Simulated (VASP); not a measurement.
An input for Ansatz (written as the equivalent of a VASP run, and not itself run):

Ansatz 0.2 input:
```yaml
crystal:
  lattice:
    - [1.2312792, -2.1326383, 0.0000000]
    - [1.2312792, 2.1326383, 0.0000000]
    - [0.0000000, 0.0000000, 4.0148650]
  atoms:
    - { symbol: Co, position: [0.3333330, 0.6666670, 0.2500000], spin: 1.7 }
    - { symbol: Co, position: [0.6666670, 0.3333330, 0.7500000], spin: 1.7 }
kpoints:
  mp_grid: { grid: [16, 16, 8] }
hamiltonian:
  xc: r2scan
  pseudopotentials: { kind: paw }
magnetization: { spin_polarized: true }
scf:
  occupations: { method: methfessel_paxton, width: 0.1 }
  max_iter: 100
relax:
  max_steps: 40
  f_tol: 0.01
  cell: { p_target: 5 }
output: { forces: true, stress: true, eigenvalues: true }
```

Translate this input to VASP (INCAR, KPOINTS, POSCAR, choice of POTCAR).

One answer among several that fit: 
POSCAR:
```
Co
1.0
  1.2312791589  -2.1326382846   0.0000000000
  1.2312791589   2.1326382846   0.0000000000
  0.0000000000   0.0000000000   4.0148649862
Co
2
Cartesian
  1.2312791589   0.7108808500   1.0037162466
  1.2312791589  -0.7108808500   3.0111487397
```

### INCAR
```
LORBIT = 10
PSTRESS = 50   ! kbar
IBRION = 2   ! conjugate gradients
ENCUT = 480   ! plane-wave cut-off (eV)
MAGMOM = 2*1.7
LREAL = .FALSE.   ! projection in real space or not
ISMEAR = 1   ! Methfessel-Paxton
PREC = Accurate
SYSTEM = Co
LCHARG = .FALSE.
NSW = 40   ! most ionic steps
EDIFF = 1E-7
LMAXMIX = 4
METAGGA = R2SCAN
NELM = 100
LWAVE = .FALSE.
SIGMA = 0.1   ! width (eV)
ISIF = 3   ! ions, shape and volume
LMIXTAU = .TRUE.
LASPH = .TRUE.
ISPIN = 2   ! spin-polarised
EDIFFG = -0.01
ALGO = Normal
```

File KPOINTS:
```
Automatic mesh
0
Gamma
16 16 8
0 0 0
```

POTCAR, in this order: Co (PBE.64 set). Program: vasp_std.

What does not carry over: each code has its own PAW files, so the cut-off isn't converted (ENCUT is set for VASP's; basis.ecutwfc is left out, and Ansatz then takes the one that its files recommend); Ansatz stops its SCF on the density residual and VASP on the energy change (EDIFF).

The compound is Co in the hcp structure. This run relaxes it under an external pressure of 5 GPa. Symmetry was kept, so distortions that lower it aren't found.
